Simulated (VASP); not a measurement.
The system is Cr.

```
CELL_PARAMETERS angstrom
-1.40000 1.40000 1.40000
1.40000 -1.40000 1.40000
1.40000 1.40000 -1.40000
ATOMIC_POSITIONS crystal
Cr 0.00000 0.00000 0.00000
```

The cell was built by a generator and needn't be a form met in nature.

- Program: VASP 6.6.1
- Task: relaxation of cell and atoms
- Functional: r2SCAN
- Dispersion: rVV10
- Potentials or basis: VASP PAW PBE potentials, release 64 (Cr_pv)
- Cutoff: 600 eV
- k mesh: 20 × 20 × 20
- Occupations: methfessel-paxton, width 0.1 eV
- Spin: no spin polarisation

At the start: pressure 7.9 GPa; volume 10.98 Å³/atom.

How do energy, volume and symmetry change on relaxing?

Over 4 steps the energy falls by 7.1 meV/atom and the volume is 11.27 Å³/atom (+2.7 %); space group Im-3m (No. 229, to 0.05 Å).

Step by step:
```tsv
step	energy change (eV)	largest force (eV/Å)	pressure (GPa)	volume (Å³)
1	0.0000	0.0000	7.90	10.98
2	0.0176	0.0000	-12.87	11.86
3	-0.0071	0.0000	-0.11	11.27
4	-0.0071	0.0000	0.04	11.27
```

Final structure:
```xyz
1
Lattice="-1.4123 1.4123 1.4123 1.4123 -1.4123 1.4123 1.4123 1.4123 -1.4123" Properties=species:S:1:pos:R:3 pbc="T T T"
Cr    0.0000    0.0000    0.0000
```

Caveat: the PAW data sets were made with another functional, which shifts forces and pressure a little; the run has no spin polarisation, though such a crystal can be magnetic.
